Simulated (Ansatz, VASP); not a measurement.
## Ba2HgN2 in two plane-wave programs

Aim: how closely do two programs agree when they are given the same cell, functional and k mesh? The cell is invented: As first built, before any earlier steps moved the atoms: it takes the Ba2CaN2 structure with some of its atoms replaced by other elements, volume scaled by an estimate. It may not be a known or stable phase. The cell comes out of the VASP series on this material, whose earlier steps may have relaxed, scaled or displaced it; both programs get it as it stands.

Program: Ansatz 0.2.0. Level of theory: plane waves, with VASP 6.6.1 beside it; relaxation of cell and atoms at LDA. Results are calculated unless marked as measured.

## Step 1: The structure

The structure is trigonal, space group P-3m1 (No. 164). Conventional cell: a = 3.997 Å, b = 3.997 Å, c = 8.844 Å, α = 90.00°, β = 90.00°, γ = 120.00°. Nearest to Hg lie 6 N at 2.66 Å. Ba has 3 N at 2.53 Å nearest. Nearest to N lie 3 Ba at 2.53 Å and 3 Hg at 2.66 Å. As first built, before any earlier steps moved the atoms: sites of the Ba2CaN2 structure (space group 164) filled with other elements, volume scaled by an estimate. Farther neighbours and most contacts between anions are not listed.

## Step 2: Ansatz: relaxation of cell and atoms, LDA

Ansatz runs on its default PAW (the set named soft_2) files.

The relaxed volume is the usual yardstick between codes: its relative difference is about their pressure difference at one cell divided by the bulk modulus.

input.yaml reads:

```yaml
crystal:
  lattice:
    - [3.9972855878, -1.6e-08, 0.0]
    - [-1.9986433241, 3.4617511353, 0.0]
    - [0.0, 0.0, 8.8438752393]
  atoms:
    - { symbol: Hg, position: [0.0, 0.0, 0.5] }
    - { symbol: Ba, position: [0.66666667, 0.33333333, 0.23380546] }
    - { symbol: Ba, position: [0.33333333, 0.66666667, 0.76619454] }
    - { symbol: "N", position: [0.66666667, 0.33333333, 0.649259522] }
    - { symbol: "N", position: [0.33333333, 0.66666667, 0.350740478] }
hamiltonian:
  xc: lda
  pseudopotentials: { kind: paw }
kpoints:
  mp_grid: { grid: [4, 4, 2] }
scf:
  occupations: { method: gaussian, width: 0.05 }
relax:
  f_tol: 0.01
  max_steps: 60
  cell: { stress_tol: 0.05 }
output:
  forces: true
  stress: true
```

Started as:

```bash
ansatz run input.yaml --threads 4 --pin off --max-ram 9216MiB --backend cpu --events-out ev --progress --plain --runs-dir out
```

Numbers of over 12 decimals in the logs are rounded to 6 here.

The program printed:

```text
Warning: the atoms were moved onto the symmetric positions of the space group found under crystal.symmetry.tolerance 1.0e-5 (fractional; no operation is sought that the atoms, as they stand in a round, miss by more than twice it, and no atom is moved by as much as it), and the run uses the moved positions. Before a round's move an operation carried an atom to 4.00e-8 Å from where it should land, the largest such dist [...]
Engine: ansatz 0.2.0, aarch64-unknown-linux-gnu
Pseudopotentials: kind: paw
Pseudopotential: Hg, paw, valence charge 20, recommended cutoff 420 eV (normal), Hg.paw.azcp
Pseudopotential: Ba, paw, valence charge 10, recommended cutoff 420 eV (normal), Ba.paw.azcp
Pseudopotential: N, paw, valence charge 5, recommended cutoff 420 eV (normal), N.paw.azcp
Functional definition: SPW92
  exchange = slater_x
  correlation = pw_c
Crystal: 5 atoms, lattice volume = 122.378 Å³
Basis set: ecut = 420 eV, 2417 PW (Γ)
Bands: 30, of which v1, the nominal top of the filled ones, is band 25 counted from 1 (24 counted from 0)
Symmetry: 12 space group operations
Space group: P-3m1 (ITA 164), of the structure as read, at distance tolerance 5.0e-5 Å
k-points: 8 of 32
Non-local potential: Hg, projectors of the file, l = 0: 3, l = 1: 2, l = 2: 2, l = 3: 1
Non-local potential: Ba, projectors of the file, l = 0: 3, l = 1: 2, l = 2: 2, l = 3: 2
Non-local potential: N, projectors of the file, l = 0: 2, l = 1: 2, l = 2: 1
PAW form: soft (Blöchl's): semilocal exchange-correlation on the pseudo side does not see the compensation charge
PAW frozen core: Hg, regenerated for the run's functional, and the local potential with it (the file was generated under x = pbe(κ = 0.804, μ = 0.219515), c = pbe(β = 0.066725))
PAW frozen core: Ba, regenerated for the run's functional, and the local potential with it (the file was generated under x = pbe(κ = 0.804, μ = 0.219515), c = pbe(β = 0.066725))
PAW frozen core: N, regenerated for the run's functional, and the local potential with it (the file was generated under x = pbe(κ = 0.804, μ = 0.219515), c = pbe(β = 0.066725))
PAW one-centre angular grid: Hg, 590 points (default); XC on 64 Gauss nodes
PAW one-centre angular grid: Ba, 194 points (default); XC on 64 Gauss nodes
PAW one-centre angular grid: N, 110 points (default); XC on 64 Gauss nodes
Initial density: superposition of atomic densities (neutral atoms: chi_scale 0, normalization atom), corrected by the library's trained network
Initial wavefunctions: pseudopotential atomic-orbital guess
Functional: x = slater, c = lda
SCF iter   1: F=—  HF=-25828.842794 eV  |F-HF|=—  |Δ(HF+E_count)|=         —  Δρ=8.72e-3  dr2=1.39e-1  ethr=1.77e-3  ⟨swp⟩=7.4  Hψ=1208  notcnv=0
preconditioner: auto → LDOS  [insulator: Δε(μ)=0.074 eV  Ē_g=9.500 eV  σ=0.050 eV  W_gap=0.59  n_scr=36 (ndim 8)  ℏωp=20.7 eV  f_vac=0.054  D(μ)=2.44/eV (n_scr^D=10)  ε∞_Penn≈5.7  β→1.0]
SCF iter   2: F=—  HF=-25828.829598 eV  |F-HF|=—  |Δ(HF+E_count)|=   1.32e-2  Δρ=6.38e-3  dr2=6.19e-2  ethr=2.78e-4  ⟨swp⟩=3.2  Hψ=542  notcnv=0  defer=5
SCF iter   3: F=—  HF=-25828.813010 eV  |F-HF|=—  |Δ(HF+E_count)|=   1.66e-2  Δρ=1.48e-3  dr2=4.01e-3  ethr=1.24e-4  ⟨swp⟩=2.9  Hψ=452  notcnv=0  defer=5
SCF iter   4: F=—  HF=-25828.812184 eV  |F-HF|=—  |Δ(HF+E_count)|=   8.25e-4  Δρ=5.95e-4  dr2=7.42e-4  ethr=8.02e-6  ⟨swp⟩=2.0  Hψ=415  notcnv=0  defer=5
SCF iter   5: F=—  HF=-25828.812079 eV  |F-HF|=—  |Δ(HF+E_count)|=   1.05e-4  Δρ=1.25e-4  dr2=1.19e-5  ethr=1.48e-6  ⟨swp⟩=2.0  Hψ=333  notcnv=0  defer=5
SCF iter   6: F=—  HF=-25828.812056 eV  |F-HF|=—  |Δ(HF+E_count)|=   2.40e-5  Δρ=2.82e-5  dr2=4.14e-7  ethr=2.37e-8  ⟨swp⟩=2.2  Hψ=426  notcnv=0  defer=5
SCF iter   7: F=-25828.812056 eV  HF=-25828.812056 eV  |F-HF|=7.61e-9  |Δ(HF+E_count)|=   8.17e-8  Δρ=5.68e-6  dr2=2.79e-8  ethr=2.00e-10  ⟨swp⟩=6.1  Hψ=922  notcnv=0
SCF 1 converged in 7 iterations: F = -25828.812056 eV  dr2 = 2.79e-8
  greatest PAW one-centre occupation: 1.000 electrons in one spin orbital (limit 2), on the Hg atom at site 0 (counted from 0), in its partial waves of l = 0
relax step   1: F+E_penalty+E_count = -25828.81205559 eV  Δ(F+E_penalty+E_count) = +0.000e0 eV  max|allowed force component| = 3.238e-1 eV/Å  Δτ_max = 0.0000 Å  P = -1.903 GPa  Ω = 122.378 Å³  (7 SCF iters, dr2 threshold 1.00e-7 eV, accepted)
[... from here on, the SCF cycles and remarks between the steps are left out ...]
relax step   2: F+E_penalty+E_count = -25828.63829987 eV  Δ(F+E_penalty+E_count) = +1.738e-1 eV  max|allowed force component| = 1.213e0 eV/Å  Δτ_max = 0.1721 Å  P = +5.396 GPa  Ω = 118.016 Å³  energy of the carried Pulay correction = +5.487e-3 eV  (8 SCF iters, dr2 threshold 5.00e-7 eV, rejected (line search))
relax step   3: F+E_penalty+E_count = -25828.84250466 eV  Δ(F+E_penalty+E_count) = -3.045e-2 eV  max|allowed force component| = 1.795e-2 eV/Å  Δτ_max = 0.0330 Å  P = -0.390 GPa  Ω = 119.366 Å³  energy of the carried Pulay correction = +3.767e-3 eV  (12 SCF iters, accepted)
relax step   4: F+E_penalty+E_count = -25828.84531167 eV  Δ(F+E_penalty+E_count) = -2.807e-3 eV  max|allowed force component| = 3.643e-2 eV/Å  Δτ_max = 0.0148 Å  P = -0.084 GPa  Ω = 118.199 Å³  energy of the carried Pulay correction = +5.252e-3 eV  (6 SCF iters, dr2 threshold 5.00e-7 eV, accepted)
relax step   5: F+E_penalty+E_count = -25828.84639626 eV  Δ(F+E_penalty+E_count) = -1.085e-3 eV  max|allowed force component| = 1.603e-2 eV/Å  Δτ_max = 0.0058 Å  P = +0.021 GPa  Ω = 117.656 Å³  energy of the carried Pulay correction = +5.949e-3 eV  (6 SCF iters, dr2 threshold 8.29e-8 eV, accepted)
relax step   6: F+E_penalty+E_count = -25828.84655496 eV  Δ(F+E_penalty+E_count) = -1.587e-4 eV  max|allowed force component| = 2.129e-3 eV/Å  Δτ_max = 0.0021 Å  P = +0.004 GPa  Ω = 117.589 Å³  energy of the carried Pulay correction = +6.035e-3 eV  (5 SCF iters, dr2 threshold 1.61e-8 eV, accepted)
relax step   7: F+E_penalty+E_count = -25828.84154474 eV  Δ(F+E_penalty+E_count) = +5.010e-3 eV  max|allowed force component| = 2.628e-3 eV/Å  Δτ_max = 0.0000 Å  P = -0.058 GPa  Ω = 117.589 Å³  stress off target by 6.75e-2 GPa  SCF on the basis re-selected at this cell (its energy is not comparable with the rows above)  (7 SCF iters)
relax step   8: F+E_penalty+E_count = -25828.84205916 eV  Δ(F+E_penalty+E_count) = -5.144e-4 eV  max|allowed force component| = 2.528e-4 eV/Å  Δτ_max = 0.0054 Å  P = -0.004 GPa  Ω = 117.242 Å³  energy of the carried Pulay correction = +4.450e-4 eV  (6 SCF iters, dr2 threshold 1.14e-8 eV, accepted)
relax step   9: F+E_penalty+E_count = -25828.84153819 eV  Δ(F+E_penalty+E_count) = +5.210e-4 eV  max|allowed force component| = 3.021e-4 eV/Å  Δτ_max = 0.0000 Å  P = -0.008 GPa  Ω = 117.242 Å³  stress off target by 1.08e-2 GPa  SCF on the basis re-selected at this cell (its energy is not comparable with the rows above)  (5 SCF iters)
basis re-selected at this cell: Δ(F+E_penalty+E_count) = +5.210e-4 eV, ΔP = -0.003 GPa vs the last step (what re-selecting the basis moved, of the pressure what is left beyond the Pulay correction that the steps carried, after the strain that the cell walked since its last selection, with what the two solves' SCF thresholds leave and, on support functions, any second-order correction that the steps lacked; it is no m [...]
SCF converged after 5 iterations
Free energy (F): -25828.841538 eV
Harris-Foulkes:  -25828.841538 eV  (|F-HF|=3.64e-12)
Internal energy: -25828.839003 eV  (E = F + TS)
E sigma→0 (E₀):  -25828.840271 eV
Entropy (-TS):   -0.002535 eV (-0.507 meV/atom)
Fermi energy:    9.814823 eV
--- Per-component energies (eV) ---
  E_band       = -496.031129
  E_kinetic    = 1199.578812
  E_local      = -6368.363355  (includes V_loc(G=0)·N_el)
  E_nonlocal   = 298.663767
  E_hartree    = 2811.714347
  E_xc         = -672.382041
  E_vxc        = -686.760383  (∫ρ·V_xc dr)
  E_paw        = -20005.419101  (= ΣΔE_a)
  E_vpaw       = -562.579605  (= ΣTr[D̂ρ^β])
  E_aug_tail   = 0.001056  (compensation charges beyond the density's cutoff)
  E_ewald      = -3093.933700
  E_core_change = 1.301212  (= ΣΔE_core)
  E_smearing   = -0.002535  (= −TS)
  E_closure    = -0.000000  (closes the sum)
  Σ components = -25828.841538   (vs F -25828.841538, Δ=0.00e0)
--- Forces (eV/Å), atoms counted from 1 ---
  atom   1  Hg     0.00000000     0.00000000     0.00000000
  atom   2  Ba    -0.00000000    -0.00000000    -0.00030211
  atom   3  Ba     0.00000000     0.00000000     0.00030211
  atom   4  N      0.00000000    -0.00000000     0.00020069
  atom   5  N     -0.00000000     0.00000000    -0.00020069
  max |Σ_I F_I| component: 6.94e-18 eV/Å
--- Stress (GPa, compression-positive) ---
       -0.006362      -0.000000      -0.000000
       -0.000000      -0.006362       0.000000
       -0.000000       0.000000      -0.010831
  P = ⅓ Tr σ = -0.0079 GPa (-0.079 kbar)
--- Relaxed structure (7 steps of the walk, 6 accepted, 2 SCFs on fresh bases) ---
  F+E_penalty+E_count = -25828.84153819 eV   max|allowed force component| = 3.021e-4 eV/Å   (the final SCF, on the basis selected at the relaxed cell)
  cell:  # Å, volume = 117.2416 Å³
    - [3.939672, 2.938143880704818e-7, 0]
    - [-1.969836, 3.411856, 0]
    - [0, 0, 8.722297]
  atoms:
    - { symbol: Hg, position: [0, 0, 0.5] }
    - { symbol: Ba, position: [0.666667, 0.333333, 0.229610] }
    - { symbol: Ba, position: [0.333333, 0.666667, 0.770390] }
    - { symbol: N, position: [0.666667, 0.333333, 0.653823] }
    - { symbol: N, position: [0.333333, 0.666667, 0.346177] }
```

It took 4.4 s on 4 threads of Arm Neoverse V2, shared host; peak memory 0.42 GiB; 15 s of CPU time.

## Step 3: VASP: relaxation of cell and atoms, LDA

The same cell, functional (in two slightly different forms), mesh and smearing now go to VASP, with its own data sets and cutoff.

Lines of VASP's logs that name or quote its potential files are left out, and so is its time.

INCAR reads:

```
SYSTEM = Ba2HgN2
PREC = Accurate
ENCUT = 520
EDIFF = 1E-06
NELM = 120
ISMEAR = 0
SIGMA = 0.05
LREAL = .FALSE.
ALGO = Normal
GGA = CA
NBANDS = 27
LORBIT = 11
LWAVE = .FALSE.
LCHARG = .FALSE.
IBRION = 2
NSW = 30
ISIF = 3
EDIFFG = -0.02
POTIM = 0.4
```

POSCAR reads:

```
Ba2HgN2
1.0
    3.9972855878     -0.0000000160      0.0000000000
   -1.9986433241      3.4617511353      0.0000000000
    0.0000000000      0.0000000000      8.8438752393
Hg Ba N
1 2 2
Direct
    0.0000000000      0.0000000000      0.5000000000
    0.6666666700      0.3333333300      0.2338054600
    0.3333333300      0.6666666700      0.7661945400
    0.6666666700      0.3333333300      0.6492595220
    0.3333333300      0.6666666700      0.3507404780
```

KPOINTS reads:

```
Automatic mesh
0
Gamma
4 4 2
0 0 0
```

Potentials, in the order of the species: Hg, Ba_sv and N (LDA family, release 64).

Started as:

```bash
export OMP_NUM_THREADS=5
mpirun -np 1 vasp_std
```

The program printed:

```text
[banner, memory and clock lines left out]
running    1 mpi-ranks, on    1 nodes
 distrk:  each k-point on    1 cores,    1 groups
 distr:  one band on    1 cores,    1 groups
 Offloading initialized ...    1 GPUs detected
 POSCAR found type information on POSCAR HgBaN
 POSCAR found :  3 types and       5 ions
 LDA part: xc-table for (Slater(with rela. corr.)+CA(PZ))
 , standard interpolation
 POSCAR, INCAR and KPOINTS ok, starting setup
 FFT: planning ... GRIDC
 FFT: planning ... GRID_SOFT
 FFT: planning ... GRID
 WAVECAR not read
 entering main loop
       N       E                     dE             d eps       ncg     rms          rms(c)
DAV:   1     0.314193565265E+03    0.31419E+03   -0.20026E+04   432   0.141E+03
DAV:   2    -0.228598351127E+01   -0.31648E+03   -0.30394E+03   550   0.316E+02
DAV:   3    -0.307524703933E+02   -0.28466E+02   -0.28187E+02   594   0.899E+01
DAV:   4    -0.313375942080E+02   -0.58512E+00   -0.58425E+00   624   0.121E+01
DAV:   5    -0.313454913308E+02   -0.78971E-02   -0.78955E-02   565   0.131E+00    0.170E+01
DAV:   6    -0.242352081030E+02    0.71103E+01   -0.58142E+01   558   0.541E+01    0.132E+01
DAV:   7    -0.232473338060E+02    0.98787E+00   -0.10057E+01   532   0.152E+01    0.701E+00
DAV:   8    -0.228551721016E+02    0.39216E+00   -0.14778E+00   458   0.547E+00    0.243E+00
DAV:   9    -0.228244686928E+02    0.30703E-01   -0.17164E-01   541   0.163E+00    0.690E-01
DAV:  10    -0.228217350874E+02    0.27336E-02   -0.30094E-02   481   0.715E-01    0.324E-01
DAV:  11    -0.228213405925E+02    0.39449E-03   -0.34540E-03   544   0.298E-01    0.173E-01
DAV:  12    -0.228214459987E+02   -0.10541E-03   -0.59603E-04   511   0.944E-02    0.723E-02
DAV:  13    -0.228213143353E+02    0.13166E-03   -0.88049E-04   495   0.108E-01    0.129E-02
DAV:  14    -0.228213157465E+02   -0.14111E-05   -0.32709E-05   501   0.299E-02    0.122E-02
DAV:  15    -0.228213134712E+02    0.22753E-05   -0.10983E-05   511   0.128E-02    0.493E-03
DAV:  16    -0.228213132808E+02    0.19033E-06   -0.47085E-06   450   0.782E-03
   1 F= -.22821313E+02 E0= -.22819689E+02  d E =-.228213E+02
 curvature:   0.00 expect dE= 0.000E+00 dE for cont linesearch  0.000E+00
 trial: gam= 0.00000 g(F)=  0.222E-04 g(S)=  0.227E-04 ort = 0.000E+00 (trialstep = 0.100E+01)
 search vector abs. value=  0.449E-04
 reached required accuracy - stopping structural energy minimisation
```

(Part 1 of 2 ends here.)

[Lines on the potential files, build, host, timing and source positions are cut from VASP's logs without a mark.]

[Logs are printed without paths, hosts, clocks, repeated set-up lines and the standing remarks that a program may print on its own settings, such as how far it seeks lower states.]

[Hosts, paths, dates, database ids (printed as entryN), source tags and the programs' standing remarks are cut or masked in the printed files.]
